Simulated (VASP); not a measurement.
Shape and ions are relaxed at each volume.

Energy against volume of CdS (wurtzite). Computed with PBE GGA with D4 dispersion, VASP's PBE PAW potentials (set 64) (plane waves; VASP).

```tsv
V (Å³/atom)	E (eV/atom)
23.674	-3.35618
24.429	-3.37113
25.185	-3.37615
25.940	-3.37277
26.696	-3.36228
```

Q: Fit a third-order Birch-Murnaghan equation of state.

A: 
* **volume per atom**: 25.24 Å³/atom
* **bulk modulus**: 58.7 GPa
* **pressure derivative of the bulk modulus**: 4.59

Measured: bulk modulus 60.7 GPa (computed value off by -3.3 %), as given by Cormac Toher et al., Physical Review Materials (2017), arXiv:1611.05714. The calculation is for a static lattice, while the measured bulk modulus holds thermal and zero-point effects, which are part of the difference.

The compound is CdS in the wurtzite structure. It was relaxed first.
